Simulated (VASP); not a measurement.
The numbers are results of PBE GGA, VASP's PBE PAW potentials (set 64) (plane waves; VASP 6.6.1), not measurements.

VASP input:

**INCAR**
```
# general
SYSTEM  = TiAl
PREC    = Accurate
ENCUT   = 400
LREAL   = F
LASPH   = T

# electronic loop
EDIFF   = 1E-6
NELM    = 100
ALGO    = Normal
LMAXMIX = 4

# smearing
ISMEAR  = 0
SIGMA   = 0.5

# functional
GGA     = PE

# ions
ISIF    = 2

# output
LWAVE   = F
LCHARG  = F
```

KPOINTS:
```
K-points
0
Gamma
  12 12 8
0 0 0
```

### POSCAR
```
TiAl
8.140
  0.3476658477   0.0000000000   0.0000000000
  0.0000000000   0.3476658477   0.0000000000
  0.0000000000   0.0000000000   0.5000000000
Ti Al
1 1
Cartesian
  0.0000000000   0.0000000000   0.0000000000
  0.1738329238   0.1738329238   0.2500000000
```

POTCAR, in this order: Ti_sv Al (PBE.64 set). Program: vasp_std.

Output

### OSZICAR
```
       N       E                     dE             d eps       ncg     rms          rms(c)
DAV:   1     0.781314534187E+02    0.78131E+02   -0.65597E+03  3083   0.116E+03
DAV:   2    -0.909376445886E+01   -0.87225E+02   -0.84859E+02  3128   0.305E+02
DAV:   3    -0.139383807501E+02   -0.48446E+01   -0.46220E+01  4744   0.716E+01
DAV:   4    -0.141007818421E+02   -0.16240E+00   -0.16066E+00  3887   0.113E+01
DAV:   5    -0.141076756750E+02   -0.68938E-02   -0.68877E-02  4459   0.209E+00    0.958E+00
DAV:   6    -0.126631993169E+02    0.14445E+01   -0.12791E+01  3839   0.385E+01    0.335E+00
DAV:   7    -0.125125073363E+02    0.15069E+00   -0.12354E+00  3584   0.117E+01    0.184E+00
DAV:   8    -0.125006391715E+02    0.11868E-01   -0.13648E-01  3435   0.401E+00    0.470E-01
DAV:   9    -0.124990631177E+02    0.15761E-02   -0.24380E-02  3669   0.204E+00    0.233E-01
DAV:  10    -0.124990780950E+02   -0.14977E-04   -0.16554E-03  3811   0.460E-01    0.539E-02
DAV:  11    -0.124990664226E+02    0.11672E-04   -0.33851E-04  3944   0.197E-01    0.408E-02
DAV:  12    -0.124990686281E+02   -0.22054E-05   -0.19889E-05  3565   0.475E-02    0.125E-02
DAV:  13    -0.124990681712E+02    0.45689E-06   -0.96393E-07  2368   0.140E-02
   1 F= -.12499068E+02 E0= -.12390110E+02  d E =-.217916E+00
```

### OUTCAR
```
------------------------ aborting loop because EDIFF is reached ----------------------------------------
  FORCE on cell =-STRESS in cart. coord.  units (eV):
  Direction    XX          YY          ZZ          XY          YZ          ZX
  --------------------------------------------------------------------------------------
  Total       -0.0922080     -0.0922080     -0.0564411      0.0000000     -0.0000000      0.0000000
  in kB       -4.5322275     -4.5322275     -2.7742059      0.0000000     -0.0000000      0.0000000
  external PRESSURE =      -3.9462203 kB  Pullay stress =       0.0000000 kB
  volume of cell :       32.60
      direct lattice vectors                 reciprocal lattice vectors
     2.830000000  0.000000000  0.000000000     0.353356890  0.000000000  0.000000000
     0.000000000  2.830000000  0.000000000     0.000000000  0.353356890  0.000000000
     0.000000000  0.000000000  4.070000000     0.000000000  0.000000000  0.245700246
 POSITION                                       TOTAL-FORCE (eV/Angst)
 -----------------------------------------------------------------------------------
      0.00000      0.00000      0.00000         0.000000      0.000000      0.000000
      1.41500      1.41500      2.03500         0.000000      0.000000      0.000000
 -----------------------------------------------------------------------------------
    total drift:                                0.000000     -0.000000     -0.000000
  FREE ENERGIE OF THE ION-ELECTRON SYSTEM (eV)
  ---------------------------------------------------
  free  energy   TOTEN  =       -12.4990681712 eV

  energy  without entropy=      -12.2811520725  energy(sigma->0) =      -12.39011012
```
(Selected blocks of OUTCAR.)

The compound is TiAl in the L1_0 structure. The cell was not relaxed at this level. The run is one of a series of settings (ISMEAR = 0, SIGMA = 0.5 against the base run), some of them coarse on purpose. The electron count is odd and the run is not spin-polarised, which forces a metal.
